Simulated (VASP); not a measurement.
Consider the following.

```yaml
crystal:
  lattice:
    - [0.00000, 2.69937, 2.69937]
    - [2.69937, 0.00000, 2.69937]
    - [2.69937, 2.69937, 0.00000]
  atoms:
    - { symbol: Ca, position: [0.00000, 0.00000, 0.00000] }
    - { symbol: F, position: [0.25000, 0.25000, 0.25000] }
    - { symbol: F, position: [0.75000, 0.75000, 0.75000] }
```

These are vdW-DF-cx, VASP's PBE PAW potentials (set 64) (plane waves; VASP) values and carry that method's errors. Numerical set-up: 520 eV cut-off, 7×7×7 Γ-centred mesh, Gaussian smearing of 0.050 eV, potentials Ca_sv F.

**Question.** Give the stress tensor in GPa (positive for a compressed cell).

**Answer.** 
```
2.65  0.00  0.00
0.00  2.65  0.00
0.00  0.00  2.65
```
The pressure is its mean diagonal, 2.65 GPa.

The compound is CaF2 in the fluorite structure. This cell is one point of a volume scan, at 0.97 of the reference volume.
